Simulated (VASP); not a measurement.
```yaml
crystal:
  lattice:
    - [5.66480, 0.00000, 0.00000]
    - [0.00000, 5.66480, 0.00000]
    - [0.00000, 0.00000, 5.66480]
  atoms:
    - { symbol: Cs, position: [0.00000, 0.00000, 0.00000] }
    - { symbol: Pb, position: [0.50000, 0.50000, 0.50000] }
    - { symbol: Cl, position: [0.50000, 0.00000, 0.50000] }
    - { symbol: Cl, position: [0.00000, 0.50000, 0.50000] }
    - { symbol: Cl, position: [0.50000, 0.50000, 0.00000] }
```

Calculation: PBE GGA with D3 dispersion (Becke-Johnson damping), VASP's PBE PAW potentials (set 64) (plane waves; VASP). Numerical set-up: 520 eV cut-off, Gaussian smearing of 0.050 eV, potentials Cs_sv Pb_d Cl.

Unless said otherwise, spin-orbit coupling is left out, though it shifts the bands of the heavy elements here.

**Question.** What does the run give for the band gap (along the path) with the smallest direct gap where there is one?

**Answer.** 
```yaml
band gap (along the path): 2.08 eV
smallest direct gap (along the path): 2.08 eV
```

Only differences to runs with the same potentials and settings are physical.

The compound is CsPbCl3 in the cubic perovskite structure, the ideal cubic form; the compound distorts at low or room temperature. It was relaxed first.
